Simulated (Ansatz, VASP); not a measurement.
# Cross-check of Sr11Al6Si26O72 between VASP and Ansatz

Aim: how closely do two programs agree when they are given the same cell, functional and k mesh? The structure shown is frame 43 of Ansatz's trajectory.

Calculated with Ansatz 0.2.0; plane waves, with VASP 6.6.1 beside it; single point at PBE.

## (1) The structure

The cell holds 115 atoms: 26 Si, 6 Al, 11 Sr and 72 O. Cell: a = 11.766 Å, b = 11.766 Å, c = 11.766 Å, α = 90.0°, β = 90.0°, γ = 90.0°. As first built, before any earlier steps moved the atoms (in the runner's words): 115 atoms (26 Si, 6 Al, 11 Sr, 72 O) placed at random at 2.97 g/cm^3, melted at 4000 K for 10 ps at fixed volume with the Morse and Coulomb pair potential with partial charges (Pedone, Malavasi, Menziani, Cormack and Segre, J. Phys. Chem. B 110, 11780 (2006)). Quenched from 4000 K to 300 K at 20 K/ps and fixed volume, held 10 ps at zero pressure.

## (2) Ansatz: dynamics, PBE

Ansatz runs on its default PAW (the set named soft_2) files.

One frame of this run of dynamics is then solved in both programs, so the motion causes no difference.

input.yaml reads:

```yaml
crystal:
  lattice:
    - [11.76629, 0.0, 0.0]
    - [0.0, 11.76629, 0.0]
    - [0.0, 0.0, 11.76629]
  atoms:
    - { symbol: Si, position: [0.37651, 0.83976, 0.31842] }
    - { symbol: Si, position: [0.01188, 0.71958, 0.92316] }
    - { symbol: Si, position: [0.36412, 0.26615, 0.25908] }
    - { symbol: Si, position: [0.52111, 0.42807, 0.53276] }
    - { symbol: Si, position: [0.16045, 0.52939, 0.03234] }
    - { symbol: Si, position: [0.75528, 0.4067, 0.43722] }
    - { symbol: Si, position: [0.10434, 0.82244, 0.28888] }
    - { symbol: Si, position: [0.89893, 0.60576, 0.53047] }
    - { symbol: Si, position: [0.70936, 0.59684, 0.25909] }
    - { symbol: Si, position: [0.27876, 0.12718, 0.47485] }
    - { symbol: Si, position: [0.75875, 0.61961, 0.88107] }
    - { symbol: Si, position: [0.00996, 0.0632, 0.87135] }
    - { symbol: Si, position: [0.54858, 0.68073, 0.44964] }
    - { symbol: Si, position: [0.27562, 0.968, 0.86022] }
    - { symbol: Si, position: [0.28043, 0.52728, 0.27692] }
    - { symbol: Si, position: [0.72013, 0.9479, 0.23095] }
    - { symbol: Si, position: [0.47876, 0.57635, 0.12736] }
    - { symbol: Si, position: [0.07011, 0.95986, 0.52217] }
    - { symbol: Si, position: [0.6305, 0.74965, 0.70063] }
    - { symbol: Si, position: [0.28975, 0.34427, 0.59773] }
    - { symbol: Si, position: [0.16281, 0.79279, 0.70659] }
    - { symbol: Si, position: [0.95143, 0.60971, 0.26522] }
    - { symbol: Si, position: [0.01113, 0.3685, 0.17125] }
    - { symbol: Si, position: [0.50956, 0.3647, 0.97335] }
    - { symbol: Si, position: [0.67031, 0.8188, 0.0243] }
    - { symbol: Si, position: [0.67452, 0.17347, 0.72952] }
    - { symbol: Al, position: [0.77308, 0.9632, 0.83029] }
    - { symbol: Al, position: [0.40242, 0.19074, 0.7742] }
    - { symbol: Al, position: [0.16811, 0.5751, 0.53813] }
    - { symbol: Al, position: [0.41086, 0.82321, 0.04307] }
[... 79 atom lines left out ...]
    - { symbol: O, position: [0.31338, 0.91096, 0.97432] }
    - { symbol: O, position: [0.23483, 0.49346, 0.93053] }
    - { symbol: O, position: [0.3739, 0.111, 0.57094] }
    - { symbol: O, position: [0.69031, 0.64224, 0.76196] }
    - { symbol: O, position: [0.71063, 0.95667, 0.36282] }
    - { symbol: O, position: [0.40431, 0.5837, 0.24051] }
kpoints:
  mp_grid: { grid: [1, 1, 1] }
hamiltonian:
  xc: pbe
scf:
  occupations: { method: gaussian, width: 0.025 }
output:
  forces: true
md:
  timestep: 1.0
  n_steps: 130
  ensemble: nvt_langevin
  temperature: 300
  initial_velocities: maxwell_boltzmann
  seed: 6128
```

Started as:

```console
ansatz run input.yaml --threads 4 --pin off --max-ram 8192MiB --backend cpu --events-out ev --progress --plain --runs-dir out
```

Numbers of over 12 decimals in the logs are rounded to 6 here.

The log of the run:

```text
Warning: md: disabling space-group detection — thermal motion breaks the input geometry's symmetry, so no spatial operation reduces the k-mesh or symmetrises the density; time reversal is kept, so that k and −k are solved as one point where they differ and the mesh holds both, and exact exchange and, on two spinor components, a DFT+U term hold to it where the run has them: on two components no moment then forms, and  [...]
Engine: ansatz 0.2.0, x86_64-unknown-linux-gnu
Pseudopotentials: kind: paw
Pseudopotential: Si, paw, valence charge 4, recommended cutoff 420 eV (normal), Si.paw.azcp
Pseudopotential: Al, paw, valence charge 3, recommended cutoff 420 eV (normal), Al.paw.azcp
Pseudopotential: Sr, paw, valence charge 10, recommended cutoff 420 eV (normal), Sr.paw.azcp
Pseudopotential: O, paw, valence charge 6, recommended cutoff 420 eV (normal), O.paw.azcp
Functional definition: PBE
  parameter kappa = 0.804
  parameter beta = 0.066725
  exchange = pbe_x(kappa = kappa, mu = beta*pi^2/3)
  correlation = pbe_c(beta = beta)
Crystal: 115 atoms, lattice volume = 1628.991 Å³
Basis set: ecut = 420 eV, 31799 PW (Γ), exchange–correlation on 160×160×160 points (8 copies of the dense FFT grid, shifted against one another)
Bands: 447, of which v1, the nominal top of the filled ones, is band 332 counted from 1 (331 counted from 0)
Symmetry: 1 space group operations
k-points: 1
Non-local potential: Si, projectors of the file, l = 0: 2, l = 1: 2, l = 2: 2
Non-local potential: Al, projectors of the file, l = 0: 2, l = 1: 2, l = 2: 1
Non-local potential: Sr, projectors of the file, l = 0: 3, l = 1: 2, l = 2: 2
Non-local potential: O, projectors of the file, l = 0: 2, l = 1: 2, l = 2: 1
PAW form: soft (Blöchl's): semilocal exchange-correlation on the pseudo side does not see the compensation charge
PAW one-centre angular grid: Si, 110 points (default); XC on 64 Gauss nodes
PAW one-centre angular grid: Al, 110 points (default); XC on 64 Gauss nodes
PAW one-centre angular grid: Sr, 110 points (default); XC on 64 Gauss nodes
PAW one-centre angular grid: O, 110 points (default); XC on 64 Gauss nodes
Initial density: superposition of atomic densities (neutral atoms: chi_scale 0, normalization atom), corrected by the library's trained network
Initial wavefunctions: pseudopotential atomic-orbital guess
Functional: x = pbe(κ = 0.804, μ = 0.219515), c = pbe(β = 0.066725)
SCF iter   1: F=—  HF=-99734.621136 eV  |F-HF|=—  |Δ(HF+E_count)|=         —  Δρ=1.87e-3  dr2=8.07e-2  ethr=1.77e-3  ⟨swp⟩=8.0  Hψ=2470  notcnv=0  defer=62
preconditioner: auto → Resta (q_TF=auto, 2.349 Å⁻¹)  ε∞=3.3  [insulator: Δε(μ)=3.127 eV  Ē_g=15.343 eV  σ=0.025 eV  W_gap=1.00  n_scr=364 (ndim 8)  ℏωp=23.3 eV  f_vac=0.104  D(μ)=0.00/eV (n_scr^D=0)  ε∞_Penn≈3.3]
SCF iter   2: F=—  HF=-99734.636519 eV  |F-HF|=—  |Δ(HF+E_count)|=   1.54e-2  Δρ=9.96e-4  dr2=2.14e-2  ethr=1.22e-5  ⟨swp⟩=3.0  Hψ=736  notcnv=0  defer=111
SCF iter   3: F=—  HF=-99734.641783 eV  |F-HF|=—  |Δ(HF+E_count)|=   5.26e-3  Δρ=5.32e-4  dr2=5.40e-3  ethr=3.22e-6  ⟨swp⟩=2.0  Hψ=622  notcnv=0  defer=111
SCF iter   4: F=—  HF=-99734.641466 eV  |F-HF|=—  |Δ(HF+E_count)|=   3.17e-4  Δρ=1.44e-4  dr2=4.25e-4  ethr=8.13e-7  ⟨swp⟩=2.0  Hψ=623  notcnv=0  defer=111
SCF iter   5: F=—  HF=-99734.641588 eV  |F-HF|=—  |Δ(HF+E_count)|=   1.22e-4  Δρ=9.53e-5  dr2=1.26e-4  ethr=6.40e-8  ⟨swp⟩=2.0  Hψ=659  notcnv=0  defer=111
SCF iter   6: F=—  HF=-99734.641630 eV  |F-HF|=—  |Δ(HF+E_count)|=   4.19e-5  Δρ=2.92e-5  dr2=1.38e-5  ethr=1.89e-8  ⟨swp⟩=2.0  Hψ=656  notcnv=0  defer=111
SCF iter   7: F=—  HF=-99734.641982 eV  |F-HF|=—  |Δ(HF+E_count)|=   3.52e-4  Δρ=1.11e-5  dr2=1.95e-6  ethr=2.07e-9  ⟨swp⟩=2.0  Hψ=777  notcnv=0  defer=111
SCF iter   8: F=—  HF=-99734.641984 eV  |F-HF|=—  |Δ(HF+E_count)|=   1.96e-6  Δρ=7.53e-6  dr2=7.96e-7  ethr=2.94e-10  ⟨swp⟩=2.0  Hψ=656  notcnv=0  defer=111
SCF iter   9: F=-99734.641984 eV  HF=-99734.641984 eV  |F-HF|=3.19e-8  |Δ(HF+E_count)|=   1.21e-7  Δρ=1.88e-6  dr2=6.12e-8  ethr=1.51e-11  ⟨swp⟩=3.0  Hψ=1571  notcnv=0
SCF 1 converged in 9 iterations: F = -99734.641984 eV  dr2 = 6.12e-8
  greatest PAW one-centre occupation: 0.987 electrons in one spin orbital (limit 2), on the Sr atom at site 40 (counted from 0), in its partial waves of l = 0
md step     0: t =     0.00 fs  T =   297.4 K  F+E_penalty+E_count = -99734.64198384 eV  E_kin = 4.420692 eV  (9 SCF iters)
[...]
md step   129: t =   129.00 fs  T =   389.0 K  F+E_penalty+E_count = -99740.00857809 eV  E_kin = 5.782974 eV  (6 SCF iters)
[...]
md step   130: t =   130.00 fs  T =   383.4 K  F+E_penalty+E_count = -99739.95051280 eV  E_kin = 5.698997 eV  (8 SCF iters)
SCF converged after 8 iterations
Free energy (F): -99739.950513 eV
Harris-Foulkes:  -99739.950513 eV  (|F-HF|=4.21e-9)
Internal energy: -99739.950513 eV  (E = F + TS)
E sigma→0 (E₀):  -99739.950513 eV
Fermi energy:    6.317579 eV
--- Per-component energies (eV) ---
  E_band       = -2880.220999
  E_kinetic    = 16818.208454
  E_local      = -42666.796871  (includes V_loc(G=0)·N_el)
  E_nonlocal   = 6353.074996
  E_hartree    = 14908.123197
  E_xc         = -8957.082284
  E_vxc        = -10036.678400  (∫ρ·V_xc dr)
  E_paw        = -57209.849150  (= ΣΔE_a)
  E_vpaw       = -3164.463093  (= ΣTr[D̂ρ^β])
  E_aug_tail   = 0.182050  (compensation charges beyond the density's cutoff)
  E_ewald      = -28985.810906
  E_smearing   = -0.000000  (= −TS)
  E_closure    = -0.000000  (closes the sum)
  Σ components = -99739.950513   (vs F -99739.950513, Δ=0.00e0)
--- Forces (eV/Å), atoms counted from 1 ---
  atom   1  Si     0.81182107    -0.36429366    -1.72588494
  atom   2  Si     0.03842633     2.02168856     1.75638433
  atom   3  Si    -1.15894493     0.32247571     1.25114631
  atom   4  Si    -0.40246218     0.90140218     0.38799298
  atom   5  Si     0.23598760    -1.54849984    -0.88454674
  atom   6  Si     0.13466193     0.98484215     1.26992143
  atom   7  Si    -0.97752231     0.21651162    -0.92298286
  atom   8  Si    -2.06183096     0.78331027    -2.04829549
  atom   9  Si    -1.86415410     0.93622808     0.13430203
  atom  10  Si     1.48222335    -0.62611714    -0.60331889
  atom  11  Si     0.04959817    -0.66139399     1.10038209
  atom  12  Si    -1.19949417     0.72164807    -0.53682579
  atom  13  Si    -0.09661382    -0.43588383    -1.04042386
  atom  14  Si     0.00134663     0.49315431    -0.79050776
  atom  15  Si     2.50726699    -2.23910926    -0.10356374
  atom  16  Si    -1.13363848     0.79197591     2.15150243
  atom  17  Si     1.26423671     1.15865490     0.52258709
  atom  18  Si     0.86436177    -1.07813780    -0.97476327
  atom  19  Si    -1.41930480     0.79826498     0.83608289
  atom  20  Si     1.47320586     1.41412757     0.47630527
  atom  21  Si    -0.92272985     0.98111464     0.65411707
  atom  22  Si     0.58402740     0.70558898     0.00831270
  atom  23  Si    -0.95065597    -2.19949558     1.34323692
  atom  24  Si    -0.08844961     1.61789115    -1.10118091
[...]
atom 108  O     -0.26541311     0.09506851    -0.46607278
  atom 109  O     -0.36838260     0.26269125     0.01754826
  atom 110  O     -0.23324657    -0.17630439     0.18314040
  atom 111  O     -0.19224267    -0.04364485    -0.20346568
  atom 112  O     -0.79500319     0.15811639     0.44228684
  atom 113  O      0.41071031     0.38192593    -0.91990974
  atom 114  O      0.03887470    -0.38004208    -1.41675363
  atom 115  O     -0.45941729     0.29046159    -0.29407097
  max |Σ_I F_I| component: 1.00e-4 eV/Å
--- MD trajectory: 130 steps, t = 0.0 → 130.0 fs ---
  final state: T = 383.4 K   F+E_penalty+E_count = -99739.95051280 eV   E_kin = 5.698997 eV
```

## (3) VASP: single point, PBE

The same cell, functional, mesh and smearing now go to VASP, with its own data sets.

Lines of VASP's logs that name or quote its potential files are left out, and so is its time.

INCAR reads:

```
SYSTEM = Sr11Al6Si26O72
PREC = Accurate
ENCUT = 520
EDIFF = 1E-06
NELM = 120
ISMEAR = 0
SIGMA = 0.025
LREAL = Auto
ALGO = Normal
GGA = PE
NBANDS = 416
LORBIT = 11
LWAVE = .FALSE.
LCHARG = .FALSE.
ISIF = 2
LASPH = .TRUE.
GGA_COMPAT = .FALSE.
EFERMI = MIDGAP
NCORE = 4
```

POSCAR reads:

```
Sr11Al6Si26O72
1.0
   11.7662900000      0.0000000000      0.0000000000
    0.0000000000     11.7662900000      0.0000000000
    0.0000000000      0.0000000000     11.7662900000
Si Al Sr O
26 6 11 72
Direct
    0.3755644302      0.8526391921      0.3268404909
    0.0164452856      0.7149747287      0.9133720145
    0.3709070574      0.2650368128      0.2562829915
    0.5345015294      0.4218067037      0.5391504034
    0.1575347879      0.5211923215      0.0342758848
    0.7704552582      0.4017494044      0.4422549504
    0.1049098739      0.8258253026      0.2897939792
    0.9104994013      0.6089855001      0.5334306736
    0.7119576349      0.5998067360      0.2626401355
    0.2846096773      0.1323526787      0.4733947574
    0.7597891944      0.6225071794      0.8798865233
    0.0065356200      0.0681098290      0.8723310406
    0.5541168882      0.6865375577      0.4587767257
    0.2740625975      0.9598437570      0.8619114436
    0.2832243638      0.5253992550      0.2773176592
    0.7185612457      0.9647560956      0.2363021819
    0.4716524920      0.5649019360      0.1379024314
    0.0699795772      0.9668638118      0.5009395485
    0.6135918799      0.7556077574      0.7128925090
    0.2825869497      0.3461668886      0.5907214594
    0.1534298407      0.8065159026      0.6904555302
    0.9522542790      0.6087220356      0.2607363918
    0.0047933546      0.3519036162      0.1720933276
    0.5119540654      0.3567989570      0.9723115782
    0.6679420616      0.8252898747      0.0267204021
    0.6831550132      0.1654217260      0.7159605959
    0.7721380316      0.9590703612      0.8336272521
    0.4053529192      0.1964255513      0.7617609289
    0.1820454876      0.5907469559      0.5373316483
    0.4178887313      0.8066093900      0.0506531795
[... 79 atom lines left out ...]
    0.3083554799      0.9005982344      0.9839295139
    0.2392852802      0.4866529722      0.9353755517
    0.3825589884      0.1002609999      0.5623692770
    0.6791520522      0.6348985109      0.7584208786
    0.7045636305      0.9624104114      0.3697172176
    0.4111576376      0.5784066175      0.2592405933
```

KPOINTS reads:

```
Automatic mesh
0
Gamma
1 1 1
0 0 0
```

Potentials, in the order of the species: Si, Al, Sr_sv and O (PBE family, release 64).

Started as:

```console
mpirun -np 16 vasp_gam
```

The log of the run:

```text
[banner, memory and clock lines left out]
running   16 mpi-ranks, on    1 nodes
[...]
LDA part: xc-table for (Slater+PW92), standard interpolation
 POSCAR, INCAR and KPOINTS ok, starting setup
[...]
entering main loop
       N       E                     dE             d eps       ncg     rms          rms(c)
DAV:   1     0.622398834640E+04    0.62240E+04   -0.39238E+05   832   0.158E+03
DAV:   2    -0.402362026598E+03   -0.66264E+04   -0.64180E+04  1016   0.389E+02
DAV:   3    -0.961717510294E+03   -0.55936E+03   -0.55562E+03  1000   0.117E+02
DAV:   4    -0.980130398239E+03   -0.18413E+02   -0.18343E+02  1080   0.200E+01
[...]
DAV:  18    -0.858035228488E+03    0.84998E-06   -0.37626E-05  1008   0.108E-02    0.159E-02
DAV:  19    -0.858035227424E+03    0.10641E-05   -0.53585E-06   944   0.580E-03    0.801E-03
DAV:  20    -0.858035227968E+03   -0.54437E-06   -0.55981E-06   832   0.500E-03
   1 F= -.85803523E+03 E0= -.85803523E+03  d E =0.000000E+00
```

OUTCAR, selected parts (step 3):

```text
  Total      -23.8665238    -46.6656544    -25.0516184      4.1310907    -15.2378246     -9.3053249
  in kB      -23.4736760    -45.8975283    -24.6392637      4.0630921    -14.9870069     -9.1521574
  external PRESSURE =     -31.3368227 kB  Pullay stress =       0.0000000 kB

 POSITION                                       TOTAL-FORCE (eV/Angst)
 -----------------------------------------------------------------------------------
      4.41900     10.03240      3.84570         0.074366     -0.320731     -0.902291
      0.19350      8.41260     10.74700        -1.633727      2.230417     -0.438295
      4.36420      3.11850      3.01550        -1.476223      0.889195      0.650409
      6.28910      4.96310      6.34380        -0.069778      0.936306     -0.500250
      1.85360      6.13250      0.40330        -1.465135     -0.989406      1.395037
      9.06540      4.72710      5.20370         0.013965     -0.043851     -0.000282
      1.23440      9.71690      3.40980        -0.739297      0.448273      1.206438
[...]
3.42280      3.37620      8.48200         0.632339     -0.154966     -0.172005
      0.96960      8.69370      9.27120         0.188102     -0.026678      1.333158
      5.33200      5.13520      0.91560         0.608150      0.332835      0.264105
      8.77240      5.40380      3.65780        -0.179328      1.743870      0.753849
      9.02910     10.69320     11.41850        -0.932166     -0.852603      0.656332
      3.55540      4.53990      3.46330         0.367439     -0.060872     -0.759269
[...]
-----------------------------------------------------------------------------------
    total drift:                               -0.017429      0.000436     -0.001832

  FREE ENERGIE OF THE ION-ELECTRON SYSTEM (eV)
  ---------------------------------------------------
  free  energy   TOTEN  =      -858.0352279683 eV

  energy  without entropy=     -858.0352279683  energy(sigma->0) =     -858.03522797

[... 3 further parts left out ...]
[key lines of the parts left out:]
E-fermi :   3.7954
```

The run ends at a pressure of -3.13 GPa, with forces up to 4.0 eV/Å.

## (4) Differences

Known differences besides the potentials themselves: the cutoff is 420 eV in Ansatz and 520 eV in VASP (PREC = Accurate, projectors in real space). Total energies have different zeros and are not compared.

Forces on 10 of the 115 atoms, those with the largest forces and the largest differences (eV/Å; atoms numbered as in POSCAR):

```tsv
atom	Ansatz x, y, z	VASP x, y, z
Si1	0.113, -0.236, -0.915	0.074, -0.321, -0.902
Si2	-1.636, 2.244, -0.397	-1.634, 2.230, -0.438
Si9	-2.002, -1.645, 0.505	-2.035, -1.658, 0.487
Si11	2.027, 0.399, -1.522	2.056, 0.393, -1.543
Si13	0.588, -3.631, -1.574	0.589, -3.654, -1.589
Si17	1.228, -1.113, -1.942	1.261, -1.129, -1.974
Si26	-3.087, 0.336, -0.451	-3.125, 0.372, -0.430
O93	-1.014, 2.199, 1.456	-1.036, 2.248, 1.486
O111	0.992, -0.167, -1.079	1.054, -0.154, -1.141
O112	-0.417, 0.603, 0.227	-0.368, 0.598, 0.311
```

The forces differ by 28 meV/Å r.m.s., which is 3.2 % of the r.m.s. force of 0.878 eV/Å (both taken over all components).

## (5) Summary of results

```json
{
 "r.m.s. force difference (single point, PBE)": "3.2 % of the r.m.s. force"
}
```

In words: The r.m.s. force difference is 3.2 % of the r.m.s. force (single point, PBE), beyond the 3 % picked in this series as the mark of a large difference. What causes the difference of the single point, PBE pair stays open here. 2 further runs of this series are not shown here. Such differences can come from data sets, numerical settings and the points named under the comparisons, not from the functional's error against experiment.

[Lines on the potential files, build, host, timing and source positions are cut from VASP's logs without a mark.]

[Logs are printed without paths, hosts, clocks, repeated set-up lines and the standing remarks that a program may print on its own settings, such as how far it seeks lower states.]

[Hosts, paths, dates, database ids (printed as entryN), source tags and the programs' standing remarks are cut or masked in the printed files.]
